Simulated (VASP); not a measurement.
A 63-atom supercell of GaAs (zinc blende) holds Si on the As site with a neighbouring Ga vacancy in charge state -1. It is relaxed twice, with the total moment held at 1 and at 3 μB. The numbers are results of PBE GGA, VASP's PBE PAW potentials (set 64) (plane waves; VASP), not measurements. Run with PREC = Normal, LREAL = Auto, ISYM = 0, NELECT = 253.0, EDIFF = 1E-5, 400 eV cut-off, 1×1×1 Γ-centred mesh, Gaussian smearing of 0.050 eV, potentials Ga As Si.

The cell is charged, with a uniform compensating background. The supercell is sampled at Γ alone, which is coarse: total energies, pressure and levels can be off, energies of defects by several tenths of an eV.

### Question
Which spin state lies lower, and by how much?

### Answer
The state with 1 μB lies lower, by 0.09 eV.

The cell is a supercell with a defect, built from GaAs (zinc blende).
